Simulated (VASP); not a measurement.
All values below come from PBE GGA with D3 dispersion (zero damping), VASP's PBE PAW potentials (set 64) (plane waves; VASP).

VASP input:

File KPOINTS:
```
Automatic mesh
0
Gamma
10 10 10
0 0 0
```

**POSCAR**
```
CoSi2
3.7970660
  0.0000000000   0.7071067943   0.7071067943
  0.7071067943   0.0000000000   0.7071067943
  0.7071067943   0.7071067943   0.0000000000
Co Si
1 2
direct
  0.0000000000   0.0000000000   0.0000000000
  0.2500000000   0.2500000000   0.2500000000
  0.7500000000   0.7500000000   0.7500000000
```

INCAR:
```
SYSTEM = CoSi2
PREC = Accurate
ENCUT = 520
EDIFF = 1E-7
NELM = 100
ALGO = Normal
LREAL = .FALSE.
LASPH = .TRUE.
ISMEAR = 1
SIGMA = 0.1
GGA = PE
IVDW = 11
LMAXMIX = 4
LWAVE = .FALSE.
LCHARG = .FALSE.
ISIF = 2
```

POTCAR, in this order: Co Si (PBE.64 set). Program: vasp_std.

Output of the run:

File OUTCAR:
```
 ion  position               nearest neighbor table
   1  0.000  0.000  0.000-   3 2.33   3 2.33   3 2.33   2 2.33   3 2.33   2 2.33   2 2.33   2 2.33
  LATTYP: Found a face centered cubic cell.
 ALAT       =     5.3698623340
 Subroutine PRICEL returns:
 Original cell was already a primitive cell.
 Subroutine GETGRP returns: Found 48 space group operations
The static configuration has the point symmetry O_h .
The dynamic configuration has the point symmetry O_h .
 Subroutine INISYM returns: Found 48 space group operations
 Subroutine IBZKPT returns following result:
 Found     47 irreducible k-points:

 Following reciprocal coordinates:
            Coordinates               Weight
  0.000000  0.000000  0.000000      1.000000
  0.100000  0.000000  0.000000      8.000000
  0.200000  0.000000  0.000000      8.000000
  0.300000  0.000000  0.000000      8.000000
  0.400000  0.000000  0.000000      8.000000
  0.500000  0.000000  0.000000      4.000000
  0.100000  0.100000  0.000000      6.000000
  0.200000  0.100000  0.000000     24.000000
  0.300000  0.100000  0.000000     24.000000
  0.400000  0.100000  0.000000     24.000000
...
```

### OSZICAR
```
       N       E                     dE             d eps       ncg     rms          rms(c)
DAV:   1     0.688369494481E+02    0.68837E+02   -0.69891E+03  1136   0.135E+03
DAV:   2    -0.164703289027E+02   -0.85307E+02   -0.79959E+02  1144   0.253E+02
DAV:   3    -0.206142597763E+02   -0.41439E+01   -0.40079E+01  1448   0.634E+01
DAV:   4    -0.207099211041E+02   -0.95661E-01   -0.95415E-01  1348   0.915E+00
DAV:   5    -0.207127550118E+02   -0.28339E-02   -0.28331E-02  1560   0.162E+00    0.143E+01
DAV:   6    -0.244042938263E+02   -0.36915E+01   -0.41730E+01  1440   0.137E+02    0.181E+01
DAV:   7    -0.193017163870E+02    0.51026E+01   -0.17332E+01  1512   0.108E+02    0.344E+00
DAV:   8    -0.193293224395E+02   -0.27606E-01   -0.10532E+00  1356   0.874E+00    0.187E+00
DAV:   9    -0.192950327627E+02    0.34290E-01   -0.10513E-01  1428   0.686E+00    0.447E-01
DAV:  10    -0.192950472970E+02   -0.14534E-04   -0.60835E-03  1496   0.942E-01    0.755E-02
DAV:  11    -0.192950020616E+02    0.45235E-04   -0.38766E-04  1656   0.361E-01    0.407E-02
DAV:  12    -0.192950267362E+02   -0.24675E-04   -0.53585E-05  1228   0.742E-02    0.263E-02
DAV:  13    -0.192950266031E+02    0.13311E-06   -0.33644E-06  1432   0.157E-02    0.445E-03
DAV:  14    -0.192950267704E+02   -0.16730E-06   -0.73212E-07  1436   0.133E-02    0.309E-03
DAV:  15    -0.192950268945E+02   -0.12407E-06   -0.18150E-07   908   0.951E-03    0.616E-04
DAV:  16    -0.192950269533E+02   -0.58798E-07   -0.64903E-08   680   0.214E-03
   1 F= -.20146469E+02 E0= -.20146824E+02  d E =0.106586E-02
```

OUTCAR:
```
------------------------ aborting loop because EDIFF is reached ----------------------------------------
 Edisp (eV)   -0.85144
  FORCE on cell =-STRESS in cart. coord.  units (eV):
  Direction    XX          YY          ZZ          XY          YZ          ZX
  --------------------------------------------------------------------------------------
  Total      -1.25512    -1.25512    -1.25512    -0.00000     0.00000    -0.00000
  in kB     -51.94757   -51.94757   -51.94757    -0.00000     0.00000    -0.00000
  external pressure =      -51.95 kB  Pullay stress =        0.00 kB
  volume of cell :       38.71
      direct lattice vectors                 reciprocal lattice vectors
     0.000000000  2.684931167  2.684931167    -0.186224513  0.186224513  0.186224513
     2.684931167  0.000000000  2.684931167     0.186224513 -0.186224513  0.186224513
     2.684931167  2.684931167  0.000000000     0.186224513  0.186224513 -0.186224513
 POSITION                                       TOTAL-FORCE (eV/Angst)
 -----------------------------------------------------------------------------------
      0.00000      0.00000      0.00000         0.000000      0.000000      0.000000
      1.34247      1.34247      1.34247         0.000000     -0.000000      0.000000
      4.02740      4.02740      4.02740        -0.000000     -0.000000     -0.000000
 -----------------------------------------------------------------------------------
    total drift:                               -0.000000     -0.000000      0.000000
  FREE ENERGIE OF THE ION-ELECTRON SYSTEM (eV)
  ---------------------------------------------------
  free  energy   TOTEN  =       -20.1464688240 eV

  energy  without entropy=      -20.1475346842  energy(sigma->0) =      -20.14682411
```
(Selected blocks of OUTCAR.)

The compound is CoSi2 in the fluorite structure. This cell is one point of a volume scan, at 1.03 of the reference volume. The run is not spin-polarised, so no magnetic state was tried. The electron count is odd and the run is not spin-polarised, which forces a metal.
